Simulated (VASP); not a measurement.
Given:

```
CELL_PARAMETERS angstrom
      0.00000     3.06961     3.06961
      3.06961     0.00000     3.06961
      3.06961     3.06961     0.00000
ATOMIC_POSITIONS crystal
  Sr 0.00000 0.00000 0.00000
```

Computed with revPBE GGA, VASP's PBE PAW potentials (set 64) (plane waves; VASP 6.6.1). Settings: 520 eV cut-off, Gaussian smearing of 0.050 eV, potentials Sr_sv.

Q: Give the energies of bands 5 to 8 at the high-symmetry points, in eV from the Fermi level.

A: 
```
band      Γ      X      U      L     W
----  -----  -----  -----  -----  ----
5     -3.56  -0.59  -0.07  -1.08  0.08
6      2.31   0.39   0.24  -0.03  0.60
7      2.31   0.93   0.76   2.16  0.60
8      2.31   4.68   3.32   2.16  2.17
```

It has no gap at this level: it comes out as a metal or semimetal.

The compound is Sr in the fcc structure. It was relaxed first.
